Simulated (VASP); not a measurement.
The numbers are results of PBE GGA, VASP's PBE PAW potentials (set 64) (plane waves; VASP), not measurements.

The input files of a VASP run:

**POSCAR**
```
AgCl
1
    0.0000000000     2.8023679603     2.8023679603
    2.8023679603     0.0000000000     2.8023679603
    2.8023679603     2.8023679603     0.0000000000
Ag Cl
1 1
Direct
  0.0000000000   0.0000000000   0.0000000000
  0.5000000000   0.5000000000   0.5000000000
```

File KPOINTS:
```
Automatic mesh
0
Gamma
8 8 8
0 0 0
```

### INCAR
```
SYSTEM = AgCl
PREC = Accurate
ENCUT = 500
EDIFF = 1E-6
NELM = 100
ALGO = Normal
LREAL = .FALSE.
LASPH = .TRUE.
ISMEAR = 0
SIGMA = 0.05
GGA = PE
LMAXMIX = 4
LWAVE = .FALSE.
LCHARG = .FALSE.
IBRION = 2
ISIF = 3
NSW = 40
EDIFFG = -0.02
PSTRESS = 50
```

POTCAR, in this order: Ag Cl (PBE.64 set). Program: vasp_std.

Output of the run:

File OSZICAR:
```
       N       E                     dE             d eps       ncg     rms          rms(c)
DAV:   1     0.972219615771E+02    0.97222E+02   -0.85706E+03   786   0.120E+03
DAV:   2    -0.151905847602E+01   -0.98741E+02   -0.92612E+02   879   0.246E+02
DAV:   3    -0.555636428797E+01   -0.40373E+01   -0.40219E+01   894   0.533E+01
DAV:   4    -0.559061769902E+01   -0.34253E-01   -0.34242E-01   834   0.545E+00
DAV:   5    -0.559113027296E+01   -0.51257E-03   -0.51257E-03   899   0.666E-01    0.587E+00
DAV:   6    -0.540549136261E+01    0.18564E+00   -0.33669E-01   818   0.791E+00    0.387E+00
DAV:   7    -0.540171653249E+01    0.37748E-02   -0.10394E-01   759   0.259E+00    0.193E+00
DAV:   8    -0.540108225984E+01    0.63427E-03   -0.57999E-03   794   0.952E-01    0.297E-01
DAV:   9    -0.540113589123E+01   -0.53631E-04   -0.72672E-04   844   0.406E-01    0.475E-02
DAV:  10    -0.540120721354E+01   -0.71322E-04   -0.12176E-04   774   0.110E-01    0.279E-02
DAV:  11    -0.540121415573E+01   -0.69422E-05   -0.68419E-06   814   0.235E-02    0.498E-03
DAV:  12    -0.540121418838E+01   -0.32647E-07   -0.28038E-07   487   0.736E-03
   1 F= -.40275996E+01 E0= -.40275996E+01  d E =-.402760E+01
       N       E                     dE             d eps       ncg     rms          rms(c)
DAV:   1    -0.722066862881E+01   -0.18195E+01   -0.33502E+01   754   0.636E+01    0.101E+01
DAV:   2    -0.543829033849E+01    0.17824E+01   -0.62342E+00   754   0.273E+01    0.246E+00
DAV:   3    -0.534299198057E+01    0.95298E-01   -0.22865E-01   764   0.376E+00    0.158E+00
DAV:   4    -0.533587082389E+01    0.71212E-02   -0.20821E-02   814   0.113E+00    0.867E-01
DAV:   5    -0.533491549050E+01    0.95533E-03   -0.18785E-03   859   0.469E-01    0.182E-01
DAV:   6    -0.533496071334E+01   -0.45223E-04   -0.30053E-04   864   0.179E-01    0.459E-02
DAV:   7    -0.533495667005E+01    0.40433E-05   -0.12793E-05   784   0.301E-02    0.196E-02
DAV:   8    -0.533496208177E+01   -0.54117E-05   -0.46656E-06   819   0.215E-02    0.373E-03
DAV:   9    -0.533496227234E+01   -0.19057E-06   -0.17707E-07   382   0.512E-03
   2 F= -.40925670E+01 E0= -.40925670E+01  d E =-.649674E-01
       N       E                     dE             d eps       ncg     rms          rms(c)
DAV:   1    -0.535798972702E+01   -0.23028E-01   -0.22548E-01   754   0.531E+00    0.759E-01
DAV:   2    -0.534679302178E+01    0.11197E-01   -0.30314E-02   754   0.220E+00    0.253E-01
DAV:   3    -0.534598465676E+01    0.80837E-03   -0.25234E-03   769   0.433E-01    0.177E-01
DAV:   4    -0.534591751270E+01    0.67144E-04   -0.10310E-04   809   0.108E-01    0.514E-02
DAV:   5    -0.534590700900E+01    0.10504E-04   -0.29377E-05   889   0.859E-02    0.858E-03
DAV:   6    -0.534590600395E+01    0.10051E-05   -0.68788E-06   754   0.357E-02    0.283E-03
DAV:   7    -0.534590612335E+01   -0.11940E-06   -0.17646E-07   377   0.413E-03
   3 F= -.40931586E+01 E0= -.40931586E+01  d E =-.655590E-01
```

**OUTCAR**
```
------------------------ aborting loop because EDIFF is reached ----------------------------------------
  FORCE on cell =-STRESS in cart. coord.  units (eV):
  Direction    XX          YY          ZZ          XY          YZ          ZX
  --------------------------------------------------------------------------------------
  Total        1.2531524      1.2531524      1.2531524     -0.0000000      0.0000000      0.0000000
  in kB       50.0161615     50.0161615     50.0161615     -0.0000000      0.0000000      0.0000000
  external PRESSURE =       0.0161615 kB  Pullay stress =      50.0000000 kB
  volume of cell :       40.14
      direct lattice vectors                 reciprocal lattice vectors
     0.000000000  2.717636567  2.717636567    -0.183983394  0.183983394  0.183983394
     2.717636567 -0.000000000  2.717636567     0.183983394 -0.183983394  0.183983394
     2.717636567  2.717636567  0.000000000     0.183983394  0.183983394 -0.183983394
  FREE ENERGIE OF THE ION-ELECTRON SYSTEM (eV)
  ---------------------------------------------------
  free  energy   TOTEN  =        -5.3459061234 eV

  energy  without entropy=       -5.3459061234  energy(sigma->0) =       -5.34590612
  enthalpy is  TOTEN    =        -4.0931586083 eV   P V=        1.2527475151

 reached required accuracy - stopping structural energy minimisation
```
(Selected blocks of OUTCAR.)

**CONTCAR**
```
AgCl
   1.00000000000000
     0.0000000000000000    2.7176365665320628    2.7176365665320628
     2.7176365665320628   -0.0000000000000000    2.7176365665320628
     2.7176365665320628    2.7176365665320628    0.0000000000000000
  Ag              Cl
     1     1
Direct
     0.0000000000000000    0.0000000000000000    0.0000000000000000
     0.5000000000000000    0.5000000000000000    0.5000000000000000
```

Energy and stress use the plane-wave basis of the starting cell.

The compound is AgCl in the rock salt structure. This run relaxes it under an external pressure of 5 GPa. Symmetry was kept, so distortions that lower it aren't found.
